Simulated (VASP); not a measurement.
Here is a VASP 6.6.1 calculation.

The input INCAR:

```
PREC = Accurate
ENCUT = 520
EDIFF = 1E-6
ISMEAR = 1
SIGMA = 0.1
LREAL = F
LASPH = T
NELM = 100
ALGO = Normal
ISIF = 2
LWAVE = F
LCHARG = F
METAGGA = RTPSS
LMIXTAU = T
IVDW = 13
VDW_S6 = 1.0
VDW_S8 = 1.53089454
VDW_A1 = 0.44880597
VDW_A2 = 4.64042317
LOPTICS = T
NBANDS = 65
NEDOS = 1000
CSHIFT = 0.1
```

File Zn3Sb.cif:

```cif
data_Zn3Sb
_cell_length_a 5.48613143
_cell_length_b 5.48613143
_cell_length_c 5.48613143
_cell_angle_alpha 90.00000000
_cell_angle_beta 90.00000000
_cell_angle_gamma 90.00000000
_space_group_name_H-M_alt 'Im-3m'
_space_group_name_Hall '-I 4 2 3'
_space_group_IT_number 229
loop_
_space_group_symop_operation_xyz
'x,y,z'
'-x,-y,-z'
'-y,x,z'
'y,-x,-z'
'-x,-y,z'
'x,y,-z'
'y,-x,z'
'-y,x,-z'
'x,-y,-z'
'-x,y,z'
'-y,-x,-z'
'y,x,z'
'-x,y,-z'
'x,-y,z'
'y,x,-z'
'-y,-x,z'
'z,x,y'
'-z,-x,-y'
'z,-y,x'
'-z,y,-x'
'z,-x,-y'
'-z,x,y'
'z,y,-x'
'-z,-y,x'
'-z,x,-y'
'z,-x,y'
'-z,-y,-x'
'z,y,x'
'-z,-x,y'
'z,x,-y'
'-z,y,x'
'z,-y,-x'
'y,z,x'
'-y,-z,-x'
'x,z,-y'
'-x,-z,y'
'-y,z,-x'
'y,-z,x'
'-x,z,y'
'x,-z,-y'
'-y,-z,x'
'y,z,-x'
'-x,-z,-y'
'x,z,y'
'y,-z,-x'
'-y,z,x'
'x,-z,y'
'-x,z,-y'
'x+1/2,y+1/2,z+1/2'
'-x+1/2,-y+1/2,-z+1/2'
'-y+1/2,x+1/2,z+1/2'
'y+1/2,-x+1/2,-z+1/2'
'-x+1/2,-y+1/2,z+1/2'
'x+1/2,y+1/2,-z+1/2'
'y+1/2,-x+1/2,z+1/2'
'-y+1/2,x+1/2,-z+1/2'
'x+1/2,-y+1/2,-z+1/2'
'-x+1/2,y+1/2,z+1/2'
'-y+1/2,-x+1/2,-z+1/2'
'y+1/2,x+1/2,z+1/2'
'-x+1/2,y+1/2,-z+1/2'
'x+1/2,-y+1/2,z+1/2'
'y+1/2,x+1/2,-z+1/2'
'-y+1/2,-x+1/2,z+1/2'
'z+1/2,x+1/2,y+1/2'
'-z+1/2,-x+1/2,-y+1/2'
'z+1/2,-y+1/2,x+1/2'
'-z+1/2,y+1/2,-x+1/2'
'z+1/2,-x+1/2,-y+1/2'
'-z+1/2,x+1/2,y+1/2'
'z+1/2,y+1/2,-x+1/2'
'-z+1/2,-y+1/2,x+1/2'
'-z+1/2,x+1/2,-y+1/2'
'z+1/2,-x+1/2,y+1/2'
'-z+1/2,-y+1/2,-x+1/2'
'z+1/2,y+1/2,x+1/2'
'-z+1/2,-x+1/2,y+1/2'
'z+1/2,x+1/2,-y+1/2'
'-z+1/2,y+1/2,x+1/2'
'z+1/2,-y+1/2,-x+1/2'
'y+1/2,z+1/2,x+1/2'
'-y+1/2,-z+1/2,-x+1/2'
'x+1/2,z+1/2,-y+1/2'
'-x+1/2,-z+1/2,y+1/2'
'-y+1/2,z+1/2,-x+1/2'
'y+1/2,-z+1/2,x+1/2'
'-x+1/2,z+1/2,y+1/2'
'x+1/2,-z+1/2,-y+1/2'
'-y+1/2,-z+1/2,x+1/2'
'y+1/2,z+1/2,-x+1/2'
'-x+1/2,-z+1/2,-y+1/2'
'x+1/2,z+1/2,y+1/2'
'y+1/2,-z+1/2,-x+1/2'
'-y+1/2,z+1/2,x+1/2'
'x+1/2,-z+1/2,y+1/2'
'-x+1/2,z+1/2,-y+1/2'
loop_
_atom_site_label
_atom_site_type_symbol
_atom_site_symmetry_multiplicity
_atom_site_Wyckoff_symbol
_atom_site_fract_x
_atom_site_fract_y
_atom_site_fract_z
_atom_site_occupancy
Zn1 Zn 6 b 0.5000000000 0.0000000000 0.0000000000 1
Sb1 Sb 2 a 0.0000000000 0.0000000000 0.0000000000 1
```

The input KPOINTS:

```
regular mesh
0
Gamma
  5 5 5
```

POSCAR

```
Zn Sb
 1.0000000000000000
     5.4861314300000004    0.0000000000000000    0.0000000000000000
     0.0000000000000000    5.4861314300000004    0.0000000000000000
     0.0000000000000000    0.0000000000000000    5.4861314300000004
 Zn  Sb 
   6   2
Cartesian
  2.7430657149999997  0.0000000000000000  0.0000000000000000
  0.0000000000000000  2.7430657149999997  0.0000000000000000
  0.0000000000000000  0.0000000000000000  2.7430657149999997
  0.0000000000000000  2.7430657150000002  2.7430657150000002
  2.7430657150000002  0.0000000000000000  2.7430657150000002
  2.7430657150000002  2.7430657150000002  0.0000000000000000
  0.0000000000000000  0.0000000000000000  0.0000000000000000
  2.7430657150000002  2.7430657150000002  2.7430657150000002
```

Potentials or basis: VASP PAW PBE potentials, release 64 (Zn, Sb).

Launch:

```bash
$ ase convert -i cif -o vasp Zn3Sb.cif POSCAR
$ cat potpaw_PBE.64/Zn/POTCAR potpaw_PBE.64/Sb/POTCAR > POTCAR
$ mpirun -np 1 vasp_std > vasp.out
```

Q: Predict the dispersion energy per atom.

A: -0.374 eV.

Q: Estimate the band gap on the k mesh.

A: None (metal or under the smearing width).

Dielectric function (mean over the directions given):
```csv
energy (eV),real part,imaginary part
0.25,87.47,11.64
0.68,-20.64,78.43
1.19,39.71,52.15
1.70,-0.35,22.29
2.21,-10.99,13.81
2.72,-11.23,10.90
3.23,-10.52,4.83
3.74,-5.81,2.66
4.25,-4.24,3.39
4.75,-2.72,1.79
5.26,-2.25,1.84
5.77,-1.77,1.45
6.28,-1.27,1.23
6.79,-0.70,0.86
7.30,-0.01,1.57
7.81,-0.70,1.39
8.32,-0.59,1.15
8.83,-0.38,0.76
9.34,-0.17,1.01
9.85,-0.34,0.70
10.27,-0.36,0.57
10.78,-0.02,0.67
11.29,-0.01,0.56
11.80,0.02,0.49
12.31,0.16,0.34
12.82,0.25,0.48
13.33,0.18,0.45
13.84,0.24,0.35
14.35,0.33,0.37
14.86,0.42,0.34
15.37,0.36,0.34
15.88,0.41,0.30
16.39,0.33,0.35
16.90,0.34,0.29
17.41,0.44,0.25
17.92,0.35,0.22
18.43,0.41,0.20
18.93,0.38,0.19
19.44,0.39,0.09
19.95,0.45,0.03
```

Caveat: spectra need much finer meshes, so this one isn't converged; independent-particle spectra lack excitons; the intraband (Drude) part of a metal's response may be missing. Spin-orbit coupling is left out, which matters for the levels of Sb.
